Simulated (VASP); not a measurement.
Calculation: optB88-vdW, VASP's PBE PAW potentials (set 64) (plane waves; VASP 6.6.1).

A VASP calculation is set up with these files.

POSCAR:
```
WSe2
1
    3.3302679352     0.0000000000     0.0000000000
   -1.6651339676     2.8840962940     0.0000000000
    0.0000000000     0.0000000000    13.2347495243
W Se
2 4
Direct
  0.6666670000   0.3333330000   0.7500000000
  0.3333330000   0.6666670000   0.2500000000
  0.6666670000   0.3333330000   0.3790000000
  0.3333330000   0.6666670000   0.8790000000
  0.3333330000   0.6666670000   0.6210000000
  0.6666670000   0.3333330000   0.1210000000
```

File KPOINTS:
```
Automatic mesh
0
Gamma
10 10 3
0 0 0
```

**INCAR**
```
SYSTEM = WSe2
PREC = Normal; ENCUT = 400; LREAL = .False.
LASPH = .True.
EDIFF = 1E-5; NELM = 100; NELMIN = 4
ALGO = Fast; LMAXMIX = 6
ISMEAR = 0; SIGMA = 0.05
GGA = BO; LUSE_VDW = .True.; AGGAC = 0.0
PARAM1 = 0.1833333333; PARAM2 = 0.22
IBRION = 2; NSW = 20; ISIF = 2
EDIFFG = -0.03
LWAVE = .False.; LCHARG = .False.
```

POTCAR, in this order: W_sv Se (PBE.64 set). Program: vasp_std.

What VASP printed:

**OSZICAR**
```
       N       E                     dE             d eps       ncg     rms          rms(c)
DAV:   1     0.463080128297E+03    0.46308E+03   -0.24988E+04  1968   0.134E+03
DAV:   2    -0.208102633935E+01   -0.46516E+03   -0.45440E+03  2088   0.381E+02
DAV:   3    -0.312659027933E+02   -0.29185E+02   -0.28727E+02  2118   0.872E+01
DAV:   4    -0.320486240410E+02   -0.78272E+00   -0.77968E+00  2197   0.142E+01
DAV:   5    -0.320658041778E+02   -0.17180E-01   -0.17174E-01  2140   0.200E+00    0.264E+01
RMM:   6    -0.302830926264E+02    0.17827E+01   -0.12140E+01  2059   0.145E+01    0.864E+00
RMM:   7    -0.299749830829E+02    0.30811E+00   -0.14425E+00  1883   0.493E+00    0.465E+00
RMM:   8    -0.299851682140E+02   -0.10185E-01   -0.66757E-01  1881   0.319E+00    0.672E-01
RMM:   9    -0.299899485134E+02   -0.47803E-02   -0.18680E-01  2020   0.133E+00    0.519E-01
RMM:  10    -0.299871149122E+02    0.28336E-02   -0.48012E-02  2009   0.872E-01    0.170E-01
RMM:  11    -0.299864587995E+02    0.65611E-03   -0.11594E-02  2105   0.388E-01    0.477E-02
RMM:  12    -0.299866651471E+02   -0.20635E-03   -0.22071E-03  2171   0.156E-01    0.222E-02
RMM:  13    -0.299866957062E+02   -0.30559E-04   -0.40853E-04  1890   0.666E-02    0.999E-03
RMM:  14    -0.299867042652E+02   -0.85590E-05   -0.11749E-04  1555   0.329E-02    0.711E-03
RMM:  15    -0.299867055787E+02   -0.13135E-05   -0.30626E-05  1152   0.166E-02
   1 F= -.29986706E+02 E0= -.29986706E+02  d E =-.299867E+02
       N       E                     dE             d eps       ncg     rms          rms(c)
DAV:   1    -0.299956723035E+02   -0.89680E-02   -0.92442E-01  2086   0.365E+00    0.714E-01
RMM:   2    -0.299988128497E+02   -0.31405E-02   -0.39510E-02  1768   0.792E-01    0.290E-01
RMM:   3    -0.299992827216E+02   -0.46987E-03   -0.47930E-03  1824   0.309E-01    0.159E-01
RMM:   4    -0.299993432167E+02   -0.60495E-04   -0.76809E-04  1850   0.133E-01    0.708E-02
RMM:   5    -0.299993482644E+02   -0.50477E-05   -0.21552E-04  1714   0.602E-02    0.222E-02
RMM:   6    -0.299993491037E+02   -0.83934E-06   -0.37747E-05  1233   0.256E-02
   2 F= -.29999349E+02 E0= -.29999349E+02  d E =-.126435E-01
       N       E                     dE             d eps       ncg     rms          rms(c)
DAV:   1    -0.299996615487E+02   -0.31328E-03   -0.55568E-02  2086   0.895E-01    0.174E-01
RMM:   2    -0.299998526951E+02   -0.19115E-03   -0.23656E-03  1608   0.196E-01    0.732E-02
RMM:   3    -0.299998827093E+02   -0.30014E-04   -0.28130E-04  1602   0.756E-02    0.394E-02
RMM:   4    -0.299998889882E+02   -0.62789E-05   -0.44760E-05  1300   0.318E-02
   3 F= -.29999889E+02 E0= -.29999889E+02  d E =-.131834E-01
```

File OUTCAR:
```
------------------------ aborting loop because EDIFF is reached ----------------------------------------
  FORCE on cell =-STRESS in cart. coord.  units (eV):
  Direction    XX          YY          ZZ          XY          YZ          ZX
  --------------------------------------------------------------------------------------
  Total        0.0245103      0.0245103     -0.0284898      0.0000000      0.0000000     -0.0000000
  in kB        0.3089257      0.3089257     -0.3590834      0.0000000      0.0000000     -0.0000000
  external PRESSURE =       0.0862560 kB  Pullay stress =       0.0000000 kB
  volume of cell :      127.12
      direct lattice vectors                 reciprocal lattice vectors
     3.330267935  0.000000000  0.000000000     0.300276140  0.173364531  0.000000000
    -1.665133968  2.884096294  0.000000000     0.000000000  0.346729061  0.000000000
     0.000000000  0.000000000 13.234749524     0.000000000  0.000000000  0.075558665
 POSITION                                       TOTAL-FORCE (eV/Angst)
 -----------------------------------------------------------------------------------
      1.66514      0.96136      9.92606         0.000000      0.000000      0.000000
     -0.00000      1.92273      3.30869        -0.000000     -0.000000      0.000000
      1.66514      0.96136      4.99624         0.000000     -0.000000     -0.000240
     -0.00000      1.92273     11.61361        -0.000000     -0.000000     -0.000240
     -0.00000      1.92273      8.23851        -0.000000     -0.000000      0.000240
      1.66514      0.96136      1.62114         0.000000      0.000000      0.000240
 -----------------------------------------------------------------------------------
    total drift:                               -0.000945      0.000546     -0.000035
  FREE ENERGIE OF THE ION-ELECTRON SYSTEM (eV)
  ---------------------------------------------------
  free  energy   TOTEN  =       -29.9998889882 eV

  energy  without entropy=      -29.9998889882  energy(sigma->0) =      -29.99988899

 reached required accuracy - stopping structural energy minimisation
```
(Selected blocks of OUTCAR.)

CONTCAR:
```
WSe2
   1.00000000000000
     3.3302679352000002    0.0000000000000000    0.0000000000000000
    -1.6651339676000001    2.8840962939999999    0.0000000000000000
     0.0000000000000000    0.0000000000000000   13.2347495242999997
  W               Se
     2     4
Direct
     0.6666669999999968    0.3333330000000032    0.7500000000000000
     0.3333330000000032    0.6666669999999968    0.2500000000000000
     0.6666669999999968    0.3333330000000032    0.3775091223685934
     0.3333330000000032    0.6666669999999968    0.8775091223685934
     0.3333330000000032    0.6666669999999968    0.6224908776314066
     0.6666669999999968    0.3333330000000032    0.1224908776314066
```

The compound is WSe2 in the 2H layered structure. This run relaxes the ions in a fixed cell. Symmetry was kept, so distortions that lower it aren't found.
